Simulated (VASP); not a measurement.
Computed with PBEsol GGA, VASP's PBE PAW potentials (set 64) (plane waves; VASP).

VASP ran on this input.

### INCAR
```
SYSTEM=TiO2
PREC=Accurate; ENCUT=400; LREAL=.False.
LASPH=.True.
EDIFF=1E-6; NELM=100; ALGO=Normal
LMAXMIX=4
ISMEAR=-1; SIGMA=0.05
GGA=PS
ISIF=2
LWAVE=.False.; LCHARG=.False.
```

File POSCAR:
```
TiO2
1
   -1.8925000000     1.8925000000     4.7550000000
    1.8925000000    -1.8925000000     4.7550000000
    1.8925000000     1.8925000000    -4.7550000000
Ti O
2 4
Direct
  0.7500000000   0.2500000000   0.5000000000
  0.0000000000   0.0000000000   0.0000000000
  0.5420000000   0.0420000000   0.5000000000
  0.7920000000   0.7920000000   0.0000000000
  0.2080000000   0.2080000000   0.0000000000
  0.9580000000   0.4580000000   0.5000000000
```

KPOINTS:
```
Regular mesh
0
Gamma
  4 4 5
0 0 0
```

POTCAR, in this order: Ti_sv O (PBE.64 set). Program: vasp_std.

Output

**OSZICAR**
```
       N       E                     dE             d eps       ncg     rms          rms(c)
DAV:   1     0.613767249745E+03    0.61377E+03   -0.21655E+04  1512   0.168E+03
DAV:   2     0.180231659893E+02   -0.59574E+03   -0.57841E+03  1828   0.525E+02
DAV:   3    -0.681248725634E+02   -0.86148E+02   -0.84359E+02  2272   0.193E+02
DAV:   4    -0.721822916487E+02   -0.40574E+01   -0.40541E+01  2044   0.417E+01
DAV:   5    -0.723675841741E+02   -0.18529E+00   -0.18526E+00  2088   0.698E+00    0.328E+01
DAV:   6    -0.566974513146E+02    0.15670E+02   -0.10768E+02  1924   0.102E+02    0.119E+01
DAV:   7    -0.563581280085E+02    0.33932E+00   -0.14592E+01  1964   0.301E+01    0.822E+00
DAV:   8    -0.564013438370E+02   -0.43216E-01   -0.34189E+00  1944   0.179E+01    0.380E+00
DAV:   9    -0.562573624453E+02    0.14398E+00   -0.14464E+00  1992   0.111E+01    0.117E+00
DAV:  10    -0.562623466702E+02   -0.49842E-02   -0.11287E-01  1860   0.251E+00    0.323E-01
DAV:  11    -0.562606202101E+02    0.17265E-02   -0.13629E-02  1756   0.791E-01    0.522E-02
DAV:  12    -0.562607975776E+02   -0.17737E-03   -0.13316E-03  2048   0.389E-01    0.121E-01
DAV:  13    -0.562606768654E+02    0.12071E-03   -0.66048E-04  2076   0.230E-01    0.205E-02
DAV:  14    -0.562606804037E+02   -0.35383E-05   -0.29303E-05  2044   0.409E-02    0.594E-03
DAV:  15    -0.562606810135E+02   -0.60981E-06   -0.30822E-06  1436   0.182E-02
   1 F= -.56260681E+02 E0= -.56260681E+02  d E =-.106123E-09
```

**OUTCAR**
```
------------------------ aborting loop because EDIFF is reached ----------------------------------------
  FORCE on cell =-STRESS in cart. coord.  units (eV):
  Direction    XX          YY          ZZ          XY          YZ          ZX
  --------------------------------------------------------------------------------------
  Total       -2.9745486     -2.9745486     -2.4528165      0.0000000      0.0000000      0.0000000
  in kB      -69.9599300    -69.9599300    -57.6890449      0.0000000      0.0000000      0.0000000
  external PRESSURE =     -65.8696350 kB  Pullay stress =       0.0000000 kB
  volume of cell :       68.12
      direct lattice vectors                 reciprocal lattice vectors
    -1.892500000  1.892500000  4.755000000     0.000000000  0.264200793  0.105152471
     1.892500000 -1.892500000  4.755000000     0.264200793  0.000000000  0.105152471
     1.892500000  1.892500000 -4.755000000     0.264200793  0.264200793  0.000000000
 POSITION                                       TOTAL-FORCE (eV/Angst)
 -----------------------------------------------------------------------------------
      0.00000      1.89250      2.37750        -0.000000     -0.000000     -0.000000
      0.00000      0.00000      0.00000        -0.000000     -0.000000     -0.000000
      0.00000      1.89250      0.39942        -0.000000     -0.000000     -0.033972
      0.00000      0.00000      7.53192         0.000000      0.000000     -0.033972
      0.00000      0.00000      1.97808        -0.000000     -0.000000      0.033972
     -0.00000      1.89250      4.35558         0.000000      0.000000      0.033972
 -----------------------------------------------------------------------------------
    total drift:                               -0.000000      0.000000     -0.000000
  FREE ENERGIE OF THE ION-ELECTRON SYSTEM (eV)
  ---------------------------------------------------
  free  energy   TOTEN  =       -56.2606810135 eV

  energy  without entropy=      -56.2606810134  energy(sigma->0) =      -56.26068101
```
(Selected blocks of OUTCAR.)

At this cut-off the stress carries a Pulay error, which pulls relaxed volumes low.

The structure is a typed TiO2 crystal (I4_1/amd). The cell was not relaxed at this level. The k-mesh is coarse (spacing up to 0.47 per Å, 2π included), so the numbers may not be converged in it. The run is one of a series of settings (GGA = PS against the base run), some of them coarse on purpose.
